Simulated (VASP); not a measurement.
Crystal: Re.

```
Re
1.0
     2.75089    0.00000    0.00000
    -1.37545    2.38234    0.00000
     0.00000    0.00000    4.44301
Re
2
Direct
  0.33333 0.66667 0.25000
  0.66667 0.33333 0.75000
```

Base run:

| Quantity | Value |
| --- | --- |
| Program | VASP 6.6.1 |
| Functional | PBEsol |
| Potentials or basis | VASP PAW PBE potentials, release 64 (Re) |
| Cutoff | 700 eV |
| k mesh | 18 × 18 × 10 |
| Occupations | gaussian, width 0.1 eV |
| Spin | no spin polarisation |

Its results: band gap on the k mesh none (metal or under the smearing width); pressure 0.0 GPa.

Problem. The run is repeated on the same cell with these changes: functional from PBEsol to r2SCAN; cutoff from 700 eV to 520 eV. What comes out?

Solution. Band gap on the k mesh none (metal or under the smearing width); pressure 3.9 GPa.

Caveats: the PAW data sets were made with another functional, which shifts forces and pressure a little.

Not every run made on this cell is shown here.
